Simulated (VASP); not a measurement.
LaSb under changes of volume

One of the cells (34.853 Å³/atom); the others are scaled copies at fixed shape and fractional positions:

```
La Sb
1.0
     0.00000    3.26649    3.26649
     3.26649    0.00000    3.26649
     3.26649    3.26649    0.00000
La Sb
1 1
Cartesian
  0.0000 0.0000 0.0000
  3.2665 3.2665 3.2665
```

- Program: VASP 6.6.1
- Functional: PBEsol
- Potentials or basis: VASP PAW PBE potentials, release 64 (La, Sb)
- Cutoff: 520 eV
- k mesh: 7 × 7 × 7
- Occupations: fermi-dirac, width 0.05 eV
- Spin: no spin polarisation

| volume (Å³/atom) | energy over the lowest point (meV/atom) | pressure (GPa) |
| --- | --- | --- |
| 32.120 | 12.67 | 2.8 |
| 32.803 | 3.50 | 1.4 |
| 33.487 | 0.00 | 0.2 |
| 34.853 | ? | ? |
| 35.537 | 18.22 | -2.9 |
| 36.220 | 32.29 | -3.7 |

What does the run at 34.853 Å³/atom give?

Energy over the lowest point 7.86 meV/atom; pressure -2.0 GPa.

Worked out: A Birch-Murnaghan fit of order 3 (a polynomial in V^(-2/3)) to the other rows has its minimum at 33.60 Å³/atom with B0 = V·E''(V) = 58 GPa and B' = 4.2. It gives 7.85 meV/atom at 34.853 Å³/atom, against the run's 7.86, and -dE/dV = -2.0 GPa, against -2.0.

Energies are extrapolated to zero smearing.

Caveats: the PAW data sets were made with another functional, which shifts forces and pressure a little.
